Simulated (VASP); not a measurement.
Output of a VASP run:

### OSZICAR
```
       N       E                     dE             d eps       ncg     rms          rms(c)
DAV:   1     0.209293378394E+03    0.20929E+03   -0.18057E+04  1320   0.204E+03
DAV:   2    -0.216232084511E+02   -0.23092E+03   -0.22652E+03  1380   0.385E+02
DAV:   3    -0.433711671816E+02   -0.21748E+02   -0.21665E+02  1560   0.121E+02
DAV:   4    -0.438503868742E+02   -0.47922E+00   -0.47867E+00  1536   0.184E+01
DAV:   5    -0.438586368053E+02   -0.82499E-02   -0.82490E-02  1572   0.235E+00    0.105E+01
DAV:   6    -0.396961846755E+02    0.41625E+01   -0.36847E+00  1578   0.532E+01    0.941E+00
DAV:   7    -0.370530869591E+02    0.26431E+01   -0.12079E+00  1356   0.135E+01    0.452E+00
DAV:   8    -0.377283379584E+02   -0.67525E+00   -0.96141E-01  1332   0.736E+00    0.155E+00
DAV:   9    -0.377207589768E+02    0.75790E-02   -0.22316E-01  1332   0.450E+00    0.938E-01
DAV:  10    -0.376567083788E+02    0.64051E-01   -0.87506E-02  1338   0.292E+00    0.464E-01
DAV:  11    -0.377108969265E+02   -0.54189E-01   -0.44708E-02  1362   0.207E+00    0.174E-01
DAV:  12    -0.377160451657E+02   -0.51482E-02   -0.21625E-02  1410   0.121E+00    0.935E-02
DAV:  13    -0.377184621844E+02   -0.24170E-02   -0.13979E-03  1638   0.361E-01    0.421E-02
DAV:  14    -0.377224233621E+02   -0.39612E-02   -0.69257E-03  1368   0.752E-01    0.670E-02
DAV:  15    -0.377232570532E+02   -0.83369E-03   -0.11980E-03  1448   0.421E-01    0.395E-02
DAV:  16    -0.377235213997E+02   -0.26435E-03   -0.29813E-04  1482   0.133E-01    0.819E-03
DAV:  17    -0.377235199847E+02    0.14150E-05   -0.69852E-06  1554   0.278E-02    0.907E-03
DAV:  18    -0.377235208129E+02   -0.82819E-06   -0.48136E-06  1516   0.158E-02    0.237E-03
DAV:  19    -0.377235214085E+02   -0.59560E-06   -0.80240E-07  1416   0.868E-03    0.131E-03
DAV:  20    -0.377235224630E+02   -0.10546E-05   -0.18961E-07  1090   0.459E-03    0.564E-04
DAV:  21    -0.377235221147E+02    0.34833E-06   -0.19537E-08   876   0.132E-03    0.443E-04
DAV:  22    -0.377235223864E+02   -0.27167E-06   -0.33231E-08   780   0.252E-03    0.300E-04
DAV:  23    -0.377235223612E+02    0.25205E-07   -0.13344E-08   780   0.107E-03
   1 F= -.37723522E+02 E0= -.37723522E+02  d E =0.000000E+00
       N       E                     dE             ncg
       N       E                     dE             ncg
```

**OUTCAR**
```
------------------------ aborting loop because EDIFF is reached ----------------------------------------
  FORCE on cell =-STRESS in cart. coord.  units (eV):
  Direction    XX          YY          ZZ          XY          YZ          ZX
  --------------------------------------------------------------------------------------
  Total       -0.0259769     -0.0259769      0.0256157      0.0000000     -0.0000000      0.0000000
  in kB       -0.5306382     -0.5306382      0.5232617      0.0000000     -0.0000000      0.0000000
  external PRESSURE =      -0.1793382 kB  Pullay stress =       0.0000000 kB
  volume of cell :       78.43
      direct lattice vectors                 reciprocal lattice vectors
     1.904622263 -3.298902487  0.000000000     0.262519246 -0.151565559  0.000000000
     1.904622263  3.298902487  0.000000000     0.262519246  0.151565559  0.000000000
     0.000000000  0.000000000  6.241519393     0.000000000  0.000000000  0.160217399
  FREE ENERGIE OF THE ION-ELECTRON SYSTEM (eV)
  ---------------------------------------------------
  free  energy   TOTEN  =       -37.7235223612 eV

  energy  without entropy=      -37.7235223612  energy(sigma->0) =      -37.72352236

 total charge

# of ion       s       p       d       tot
------------------------------------------
    1        0.500   0.478   9.819  10.797
    2        0.500   0.478   9.819  10.797
    3        1.302   2.470   0.000   3.772
    4        1.302   2.470   0.000   3.772
--------------------------------------------------
tot          3.606   5.897  19.638  29.140
```
(Selected blocks of OUTCAR.)

POSCAR:
```
ZnS
1
    1.9046222633    -3.2989024872     0.0000000000
    1.9046222633     3.2989024872     0.0000000000
    0.0000000000     0.0000000000     6.2415193928
Zn S
2 2
Direct
  0.6666670000   0.3333330000   0.5001992388
  0.3333330000   0.6666670000   0.0001992388
  0.6666670000   0.3333330000   0.8748007612
  0.3333330000   0.6666670000   0.3748007612
```

**Question.** Reconstruct the remaining input files.

**Answer.** One answer among several that fit: the input of the run itself, r2SCAN meta-GGA, plane waves, VASP's PBE PAW potentials (set 64).

KPOINTS_OPT:
```
k-points along high-symmetry lines
6
Line-mode
Reciprocal
  0.000000   0.000000   0.000000 ! GAMMA
  0.000000   0.500000   0.000000 ! M

  0.000000   0.500000   0.000000 ! M
 -0.333333   0.666667   0.000000 ! K

 -0.333333   0.666667   0.000000 ! K
  0.000000   0.000000   0.000000 ! GAMMA

  0.000000   0.000000   0.000000 ! GAMMA
  0.000000   0.000000   0.500000 ! A

  0.000000   0.000000   0.500000 ! A
  0.000000   0.500000   0.500000 ! L

  0.000000   0.500000   0.500000 ! L
 -0.333333   0.666667   0.500000 ! H

 -0.333333   0.666667   0.500000 ! H
  0.000000   0.000000   0.500000 ! A

  0.000000   0.500000   0.500000 ! L
  0.000000   0.500000   0.000000 ! M

 -0.333333   0.666667   0.500000 ! H
 -0.333333   0.666667   0.000000 ! K
```

INCAR:
```
! general
SYSTEM =ZnS
PREC   =Accurate
ENCUT  =520   ! plane-wave cut-off (eV)
LREAL  =.False.
LASPH  =.True.   ! aspherical one-centre terms

! electronic loop
EDIFF  =1E-7
NELM   =100   ! most electronic steps
ALGO   =Normal
LMAXMIX=4
LMIXTAU=.True.

! smearing
ISMEAR =-5   ! tetrahedra, Bloechl

! functional
METAGGA=R2SCAN

! ions
ISIF   =2

! output
LWAVE  =.False.
LCHARG =.False.
LORBIT =11   ! lm-projected
NEDOS  =601   ! DOS grid

! other
LEFG   =.True.
```

KPOINTS:
```
Automatic mesh
0
Gamma
8 8 4
0 0 0
```

POTCAR, in this order: Zn S (PBE.64 set). Program: vasp_std.

The compound is ZnS in the wurtzite structure, the high-temperature form. It was relaxed first.
